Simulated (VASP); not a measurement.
Output of a VASP run:

File OSZICAR:
```
       N       E                     dE             d eps       ncg     rms          rms(c)
DAV:   1     0.151996627780E+03    0.15200E+03   -0.92649E+03   812   0.137E+03
DAV:   2     0.411089716918E+01   -0.14789E+03   -0.14526E+03   836   0.334E+02
DAV:   3    -0.735263132311E+01   -0.11464E+02   -0.11426E+02  1076   0.100E+02
DAV:   4    -0.763841943710E+01   -0.28579E+00   -0.28568E+00   938   0.189E+01
DAV:   5    -0.764885525405E+01   -0.10436E-01   -0.10436E-01  1154   0.328E+00    0.317E+00
DAV:   6    -0.751848564260E+01    0.13037E+00   -0.31443E-01  1090   0.446E+00    0.195E+00
DAV:   7    -0.751504018851E+01    0.34455E-02   -0.91133E-02   998   0.169E+00    0.910E-01
DAV:   8    -0.751706585322E+01   -0.20257E-02   -0.10393E-02   890   0.121E+00    0.137E-01
DAV:   9    -0.751696339909E+01    0.10245E-03   -0.12902E-03  1204   0.428E-01    0.572E-02
DAV:  10    -0.751701015371E+01   -0.46755E-04   -0.13653E-04   830   0.925E-02    0.220E-02
DAV:  11    -0.751701779139E+01   -0.76377E-05   -0.33358E-05  1008   0.520E-02    0.110E-02
DAV:  12    -0.751701797077E+01   -0.17937E-06   -0.19845E-06  1034   0.147E-02    0.856E-03
DAV:  13    -0.751701758665E+01    0.38411E-06   -0.51048E-07   938   0.641E-03    0.203E-03
DAV:  14    -0.751701762245E+01   -0.35797E-07   -0.28071E-07   706   0.507E-03
   1 F= -.80485578E+01 E0= -.80485578E+01  d E =0.000000E+00
```

OUTCAR:
```
------------------------ aborting loop because EDIFF is reached ----------------------------------------
 Edisp (eV)   -0.53154
  FORCE on cell =-STRESS in cart. coord.  units (eV):
  Direction    XX          YY          ZZ          XY          YZ          ZX
  --------------------------------------------------------------------------------------
  Total       0.00704     0.00704     0.00704     0.00000    -0.00000     0.00000
  in kB       0.16343     0.16343     0.16343     0.00000    -0.00000     0.00000
  external pressure =        0.16 kB  Pullay stress =        0.00 kB
  volume of cell :       69.05
      direct lattice vectors                 reciprocal lattice vectors
     0.000000000  3.256152764  3.256152764    -0.153555449  0.153555449  0.153555449
     3.256152764  0.000000000  3.256152764     0.153555449 -0.153555449  0.153555449
     3.256152764  3.256152764  0.000000000     0.153555449  0.153555449 -0.153555449
  FREE ENERGIE OF THE ION-ELECTRON SYSTEM (eV)
  ---------------------------------------------------
  free  energy   TOTEN  =        -8.0485578306 eV

  energy  without entropy=       -8.0485578306  energy(sigma->0) =       -8.04855783

 total charge

# of ion       s       p       d       tot
------------------------------------------
    1        1.374   1.997   0.017   3.387
    2        1.461   0.565   9.832  11.858
--------------------------------------------------
tot          2.835   2.562   9.849  15.246
```
(Selected blocks of OUTCAR.)

**POSCAR**
```
PbTe
1
    0.0000000000     3.2561527637     3.2561527637
    3.2561527637     0.0000000000     3.2561527637
    3.2561527637     3.2561527637     0.0000000000
Te Pb
1 1
Direct
  0.5000000000   0.5000000000   0.5000000000
  0.0000000000   0.0000000000   0.0000000000
```

**Question.** Reconstruct the remaining input files.

**Answer.** One answer among several that fit: the input of the run itself, PBE GGA with D3 dispersion (zero damping), plane waves, VASP's PBE PAW potentials (set 64).

**INCAR**
```
! general
SYSTEM =PbTe
PREC   =Accurate
ENCUT  =520
LREAL  =F
LASPH  =T

! electronic loop
EDIFF  =1E-7
NELM   =100
ALGO   =Normal
LMAXMIX=4

! smearing
ISMEAR =-5

! functional
GGA    =PE
IVDW   =11

! ions
ISIF   =2

! output
LWAVE  =F
LCHARG =T
LORBIT =11
NEDOS  =601
```

KPOINTS:
```
Automatic mesh
0
Gamma
8 8 8
0 0 0
```

POTCAR, in this order: Te Pb_d (PBE.64 set). Program: vasp_std.

The compound is PbTe in the rock salt structure. It was relaxed first.
